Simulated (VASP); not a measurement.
Given:

```xyz
4
Lattice="4.2518 0.0000 0.0000 -2.1259 3.6822 0.0000 0.0000 0.0000 5.9260" Properties=species:S:1:pos:R:3 pbc="T T T"
As     0.0000     0.0000     0.0000
As     0.0000     0.0000     2.9630
Sb     0.0000     2.4548     1.4815
Sb     2.1259     1.2274     4.4445
```

Method: PBE GGA, VASP's PBE PAW potentials (set 64) (plane waves; VASP). Numerical set-up: 520 eV cut-off, 6×6×4 Γ-centred mesh, Gaussian smearing of 0.050 eV, potentials As Sb_GW.

Question: Give the stress tensor in GPa (positive for a compressed cell).

Answer: 
```
 6.58   0.00   0.00
 0.00   6.58   0.00
 0.00   0.00  15.05
```
The pressure is its mean diagonal, 9.40 GPa.

The structure was generated: SbAs was put into the NiAs type (P6_3/mmc), which need not be its known phase. The cell was not relaxed at this level. The run is one of a series of settings (ENCUT = 520, POTCAR As Sb_GW (PBE.64 set) against the base run), some of them coarse on purpose.
